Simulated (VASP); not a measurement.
Output of a VASP run:

File OUTCAR:
```
 ion  position               nearest neighbor table
   1  0.333  0.667  0.250-   4 2.32   4 2.32   4 2.32   3 2.70   3 2.70   2 3.55   2 3.55   2 3.55
                             2 3.55   2 3.55   2 3.55
   2  0.667  0.333  0.750-   3 2.32   3 2.32   3 2.32   4 2.70   4 2.70   1 3.55   1 3.55   1 3.55
                             1 3.55   1 3.55   1 3.55
   3  0.333  0.667  0.750-   2 2.32   2 2.32   2 2.32   1 2.70   1 2.70
   4  0.667  0.333  0.250-   1 2.32   1 2.32   1 2.32   2 2.70   2 2.70
  LATTYP: Found a hexagonal cell.
 ALAT       =     4.0119746427
 C/A-ratio  =     1.3437747855
 Subroutine PRICEL returns:
 Original cell was already a primitive cell.
 Subroutine GETGRP returns: Found 24 space group operations
The static configuration has the point symmetry D_3d.
 The point group associated with its full space group is D_6h.
The dynamic configuration has the point symmetry D_3d.
 Subroutine INISYM returns: Found 24 space group operations
 Subroutine IBZKPT returns following result:
 Found     21 irreducible k-points:

 Following reciprocal coordinates:
            Coordinates               Weight
  0.000000  0.000000  0.000000      1.000000
  0.166667  0.000000  0.000000      6.000000
  0.333333 -0.000000  0.000000      6.000000
  0.500000  0.000000  0.000000      3.000000
  0.166667  0.166667  0.000000      6.000000
  0.333333  0.166667  0.000000     12.000000
  0.333333  0.333333  0.000000      2.000000
  0.000000  0.000000  0.250000      2.000000
  0.166667  0.000000  0.250000     12.000000
  0.333333 -0.000000  0.250000     12.000000
  0.500000  0.000000  0.250000      6.000000
  0.166667  0.166667  0.250000     12.000000
  0.333333  0.166667  0.250000     24.000000
  0.333333  0.333333  0.250000      4.000000
  0.000000  0.000000  0.500000      1.000000
  0.166667  0.000000  0.500000      6.000000
  0.333333 -0.000000  0.500000      6.000000
  0.500000  0.000000  0.500000      3.000000
  0.166667  0.166667  0.500000      6.000000
  0.333333  0.166667  0.500000     12.000000
  0.333333  0.333333  0.500000      2.000000
   k-points           NKPTS =     21   k-points in BZ     NKDIM =     21   number of bands    NBANDS=     24
   number of dos      NEDOS =    301   number of ions     NIONS =      4
   total plane-waves  NPLWV =  36000
   dimension x,y,z NGX =    30 NGY =   30 NGZ =   40
   dimension x,y,z NGXF=    60 NGYF=   60 NGZF=   80
   ions per type =               2   2
   PREC   = accura    normal or accurate (medium, high low for compatibility)
   ISTART =      0    job   : 0-new  1-cont  2-samecut
   ICHARG =      2    charge: 1-file 2-atom 10-const
   ISPIN  =      1    spin polarized calculation?
   LNONCOLLINEAR =      F non collinear calculations
   LSORBIT =      F    spin-orbit coupling
   INIWAV =      1    electr: 0-lowe 1-rand  2-diag
   ENCUT  =  520.0 eV  38.22 Ry    6.18 a.u.   7.46  7.46 10.02*2*pi/ulx,y,z
   NELM   =    100;   NELMIN=  2; NELMDL= -5     # of ELM steps
   EDIFF  = 0.1E-05   stopping-criterion for ELM
   LREAL  =      F    real-space projection
   NLSPLINE    = F    spline interpolate recip. space projectors
   LMAXMIX     =    4 max onsite mixed and CHGCAR
   VOSKOWN=      0    Vosko Wilk Nusair interpolation
   EDIFFG = -.2E-01   stopping-criterion for IOM
   NSW    =     60    number of steps for IOM
   NBLOCK =      1;   KBLOCK =     60    inner block; outer block
   IBRION =      2    ionic relax: 0-MD 1-quasi-New 2-CG
   NFREE  =      1    steps in history (QN), initial steepest desc. (CG)
   ISIF   =      3    stress and relaxation
   ISYM   =      2    0-nonsym 1-usesym 2-fastsym
   TEIN   =    0.0    initial temperature
   TEBEG  =    0.0;   TEEND  =   0.0 temperature during run
   SMASS  =  -3.00    Nose mass-parameter (am)
   PSTRESS=    0.0 pullay stress
   NELECT =      40.0000    total number of electrons
   EFERMI =   0.00;   METHOD = LEGACY
   ISMEAR =     0;   SIGMA  =   0.05  broadening in eV -4-tet -1-fermi 0-gaus
   IALGO  =     38    algorithm
   LDIAG  =      T    sub-space diagonalisation (order eigenvalues)
   IMIX   =      4    mixing-type and parameters
...
```

OSZICAR:
```
...
DAV:   4    -0.644156750951E+02    0.73855E-03   -0.16400E-03  1496   0.512E-01    0.262E-02
DAV:   5    -0.644155165104E+02    0.15858E-03   -0.91922E-04  1136   0.324E-01    0.164E-02
DAV:   6    -0.644158422225E+02   -0.32571E-03   -0.25958E-04  1032   0.117E-01    0.796E-03
DAV:   7    -0.644158447888E+02   -0.25664E-05   -0.14264E-05  1160   0.314E-02    0.592E-03
DAV:   8    -0.644158443020E+02    0.48680E-06   -0.11659E-05  1104   0.297E-02    0.732E-03
DAV:   9    -0.644158484808E+02   -0.41788E-05   -0.14020E-05   880   0.254E-02    0.129E-03
DAV:  10    -0.644158490084E+02   -0.52755E-06   -0.10087E-06   600   0.946E-03
   6 F= -.64415849E+02 E0= -.64415849E+02  d E =-.225249E-01
       N       E                     dE             d eps       ncg     rms          rms(c)
DAV:   1    -0.644161368126E+02   -0.28833E-03   -0.10848E-02  1064   0.997E-01    0.963E-02
DAV:   2    -0.644159336952E+02    0.20312E-03   -0.65833E-04  1144   0.300E-01    0.534E-02
DAV:   3    -0.644158771742E+02    0.56521E-04   -0.11374E-04  1312   0.166E-01    0.225E-02
DAV:   4    -0.644158583534E+02    0.18821E-04   -0.42321E-05  1536   0.813E-02    0.421E-03
DAV:   5    -0.644158545012E+02    0.38523E-05   -0.22381E-05  1176   0.508E-02    0.258E-03
DAV:   6    -0.644158624211E+02   -0.79199E-05   -0.62745E-06   912   0.182E-02    0.127E-03
DAV:   7    -0.644158626276E+02   -0.20649E-06   -0.35199E-07   576   0.541E-03
   7 F= -.64415863E+02 E0= -.64415863E+02  d E =-.225385E-01
       N       E                     dE             d eps       ncg     rms          rms(c)
DAV:   1    -0.644251753257E+02   -0.93129E-02   -0.25269E-01  1200   0.669E+00    0.607E-01
DAV:   2    -0.644179311728E+02    0.72442E-02   -0.34187E-02  1152   0.182E+00    0.249E-01
DAV:   3    -0.644163826799E+02    0.15485E-02   -0.38792E-03  1264   0.904E-01    0.129E-01
DAV:   4    -0.644156894727E+02    0.69321E-03   -0.15300E-03  1296   0.607E-01    0.268E-02
DAV:   5    -0.644154401551E+02    0.24932E-03   -0.97542E-04  1112   0.312E-01    0.125E-02
DAV:   6    -0.644159266777E+02   -0.48652E-03   -0.40394E-04  1040   0.169E-01    0.941E-03
DAV:   7    -0.644159622201E+02   -0.35542E-04   -0.21884E-05  1120   0.406E-02    0.770E-03
DAV:   8    -0.644159477792E+02    0.14441E-04   -0.63790E-05  1256   0.598E-02    0.153E-02
DAV:   9    -0.644159647372E+02   -0.16958E-04   -0.39307E-05   848   0.439E-02    0.316E-03
DAV:  10    -0.644159639419E+02    0.79527E-06   -0.36580E-06   984   0.151E-02
   8 F= -.64415964E+02 E0= -.64415964E+02  d E =-.101314E-03
       N       E                     dE             d eps       ncg     rms          rms(c)
DAV:   1    -0.644175366456E+02   -0.15719E-02   -0.40801E-02  1184   0.267E+00    0.244E-01
DAV:   2    -0.644163651037E+02    0.11715E-02   -0.53936E-03  1200   0.731E-01    0.100E-01
DAV:   3    -0.644161035896E+02    0.26151E-03   -0.61094E-04  1264   0.367E-01    0.517E-02
DAV:   4    -0.644160110520E+02    0.92538E-04   -0.24187E-04  1304   0.242E-01    0.107E-02
DAV:   5    -0.644159545126E+02    0.56539E-04   -0.15616E-04  1112   0.126E-01    0.510E-03
DAV:   6    -0.644160455390E+02   -0.91026E-04   -0.64147E-05  1048   0.671E-02    0.371E-03
DAV:   7    -0.644160481023E+02   -0.25633E-05   -0.31883E-06   952   0.156E-02    0.299E-03
DAV:   8    -0.644160466071E+02    0.14952E-05   -0.87175E-06  1080   0.210E-02    0.579E-03
DAV:   9    -0.644160468244E+02   -0.21729E-06   -0.56579E-06   840   0.169E-02
   9 F= -.64416047E+02 E0= -.64416047E+02  d E =-.184197E-03
```

OUTCAR:
```
------------------------ aborting loop because EDIFF is reached ----------------------------------------
  FORCE on cell =-STRESS in cart. coord.  units (eV):
  Direction    XX          YY          ZZ          XY          YZ          ZX
  --------------------------------------------------------------------------------------
  Total        0.0022394      0.0022394     -0.0006534      0.0000000      0.0000000      0.0000000
  in kB        0.0468285      0.0468285     -0.0136626      0.0000000      0.0000000      0.0000000
  external PRESSURE =       0.0266648 kB  Pullay stress =       0.0000000 kB
  volume of cell :       76.62
      direct lattice vectors                 reciprocal lattice vectors
     4.132549103  0.000000000  0.000000000     0.241981396  0.139708017  0.000000000
    -2.066274551  3.578892673  0.000000000    -0.000000000  0.279416035  0.000000000
    -0.000000000 -0.000000000  5.180494677    -0.000000000 -0.000000000  0.193031759
 POSITION                                       TOTAL-FORCE (eV/Angst)
 -----------------------------------------------------------------------------------
     -0.00000      2.38593      1.29512         0.000000     -0.000000      0.000000
      2.06628      1.19296      3.88537        -0.000000      0.000000      0.000000
     -0.00000      2.38593      3.88537        -0.000000      0.000000      0.000000
      2.06628      1.19296      1.29512         0.000000     -0.000000      0.000000
 -----------------------------------------------------------------------------------
    total drift:                                0.001823     -0.001052      0.000100
  FREE ENERGIE OF THE ION-ELECTRON SYSTEM (eV)
  ---------------------------------------------------
  free  energy   TOTEN  =       -64.4160468244 eV

  energy  without entropy=      -64.4160468243  energy(sigma->0) =      -64.41604682

 reached required accuracy - stopping structural energy minimisation
```
(Selected blocks of OUTCAR.)

### POSCAR
```
SnO
1
    4.0119746427     0.0000000000    -0.0000000000
   -2.0059873213     3.4744721137    -0.0000000000
    0.0000000000    -0.0000000000     5.3911903650
Sn O
2 2
Direct
  0.3333330000   0.6666670000   0.2500000000
  0.6666670000   0.3333330000   0.7500000000
  0.3333330000   0.6666670000   0.7500000000
  0.6666670000   0.3333330000   0.2500000000
```

Reconstruct the remaining input files.

Several could match; the one computed here: the input of the run itself, r2SCAN meta-GGA, plane waves, VASP's PBE PAW potentials (set 64).

**INCAR**
```
LREAL = .FALSE.
EDIFFG = -0.02
ALGO = Normal   ! blocked Davidson
LASPH = .TRUE.   ! aspherical one-centre terms
ISIF = 3
IBRION = 2   ! conjugate gradients
LMAXMIX = 4
ENCUT = 520
LMIXTAU = .TRUE.
LWAVE = .FALSE.
LCHARG = .FALSE.
PREC = Accurate
SIGMA = 0.05   ! width (eV)
NSW = 60   ! most ionic steps
EDIFF = 1E-6
METAGGA = R2SCAN
ISMEAR = 0   ! Gaussian
SYSTEM = SnO
NELM = 100   ! most electronic steps
```

**KPOINTS**
```
Regular mesh
0
G
 6 6 4
```

POTCAR, in this order: Sn_d O (PBE.64 set). Program: vasp_std.

The structure was generated: SnO was put into the h-BN type (P6_3/mmc), which need not be its known phase. This run relaxes it. Symmetry was kept, so distortions that lower it aren't found. The start is the result of an earlier pass.
